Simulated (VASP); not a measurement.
Output of a VASP run:

OSZICAR:
```
       N       E                     dE             d eps       ncg     rms          rms(c)
DAV:   1     0.231970861675E+01    0.23197E+01   -0.59453E+03  1384   0.119E+03
DAV:   2    -0.218101464726E+02   -0.24130E+02   -0.23190E+02  2064   0.131E+02
DAV:   3    -0.219499904948E+02   -0.13984E+00   -0.13984E+00  1472   0.134E+01
DAV:   4    -0.219501631328E+02   -0.17264E-03   -0.17264E-03  1928   0.482E-01
DAV:   5    -0.219501631763E+02   -0.43542E-07   -0.43542E-07  1448   0.535E-03    0.574E+00
DAV:   6    -0.193566734351E+02    0.25935E+01   -0.40417E-01  1688   0.734E+00    0.468E+00
DAV:   7    -0.223087359743E+02   -0.29521E+01   -0.15257E+00  1528   0.956E+00    0.879E-01
DAV:   8    -0.193258307409E+02    0.29829E+01   -0.43745E-01  1456   0.604E+00    0.130E+00
DAV:   9    -0.195256861998E+02   -0.19986E+00   -0.32458E-02  1544   0.240E+00    0.231E-01
DAV:  10    -0.195374764202E+02   -0.11790E-01   -0.72798E-03  1712   0.102E+00    0.202E-01
DAV:  11    -0.195375728040E+02   -0.96384E-04   -0.10257E-04  1344   0.122E-01    0.128E-01
DAV:  12    -0.195400799965E+02   -0.25072E-02   -0.66932E-04  1344   0.339E-01    0.221E-02
DAV:  13    -0.195401097796E+02   -0.29783E-04   -0.12944E-05  1888   0.500E-02    0.152E-02
DAV:  14    -0.195401120707E+02   -0.22911E-05   -0.13234E-06  1248   0.133E-02    0.324E-02
DAV:  15    -0.195401110998E+02    0.97092E-06   -0.14429E-06  1472   0.147E-02
   1 F= -.16627824E+02 E0= -.16627824E+02  d E =-.166278E+02
```

OUTCAR:
```
------------------------ aborting loop because EDIFF is reached ----------------------------------------
  FORCE on cell =-STRESS in cart. coord.  units (eV):
  Direction    XX          YY          ZZ          XY          YZ          ZX
  --------------------------------------------------------------------------------------
  Total        2.8998260      2.8998260      2.8998260     -0.0000000     -0.0000000      0.0000000
  in kB      448.0744775    448.0744775    448.0744775     -0.0000000     -0.0000000      0.0000000
  external PRESSURE =      -1.9255225 kB  Pullay stress =     450.0000000 kB
  volume of cell :       10.37
      direct lattice vectors                 reciprocal lattice vectors
     0.000000000  1.730749061  1.730749061    -0.288892256  0.288892256  0.288892256
     1.730749061  0.000000000  1.730749061     0.288892256 -0.288892256  0.288892256
     1.730749061  1.730749061  0.000000000     0.288892256  0.288892256 -0.288892256
 POSITION                                       TOTAL-FORCE (eV/Angst)
 -----------------------------------------------------------------------------------
      0.00000      0.00000      0.00000        -0.000000     -0.000000     -0.000000
      0.86537      0.86537      0.86537         0.000000      0.000000      0.000000
 -----------------------------------------------------------------------------------
    total drift:                                0.000000      0.000000      0.000000
  FREE ENERGIE OF THE ION-ELECTRON SYSTEM (eV)
  ---------------------------------------------------
  free  energy   TOTEN  =       -19.5401110998 eV

  energy  without entropy=      -19.5401110998  energy(sigma->0) =      -19.54011110
  enthalpy is  TOTEN    =       -16.6278236331 eV   P V=        2.9122874666

 reached required accuracy - stopping structural energy minimisation
```
(Selected blocks of OUTCAR.)

POSCAR:
```
C
1
    0.0000000000     1.7307490612     1.7307490612
    1.7307490612    -0.0000000000     1.7307490612
    1.7307490612     1.7307490612    -0.0000000000
C
2
Direct
  0.0000000000   0.0000000000   0.0000000000
  0.2500000000   0.2500000000   0.2500000000
```

### Question
Reconstruct the remaining input files.

### Answer
One answer among several that fit: the input of the run itself, r2SCAN meta-GGA, plane waves, VASP's PBE PAW potentials (set 64).

INCAR:
```
ALGO = Normal
EDIFF = 1E-6
EDIFFG = -0.02
ENCUT = 620
IBRION = 2
ISIF = 3
ISMEAR = 0
LASPH = .TRUE.
LCHARG = .FALSE.
LMIXTAU = .TRUE.
LREAL = .FALSE.
LWAVE = .FALSE.
METAGGA = R2SCAN
NELM = 100
NSW = 40
PREC = Accurate
PSTRESS = 450
SIGMA = 0.05
SYSTEM = C
```

KPOINTS:
```
kpoints
0
G
  13 13 13
```

POTCAR, in this order: C (PBE.64 set). Program: vasp_std.

The compound is C in the diamond structure. It was relaxed first under an external pressure of 45 GPa.
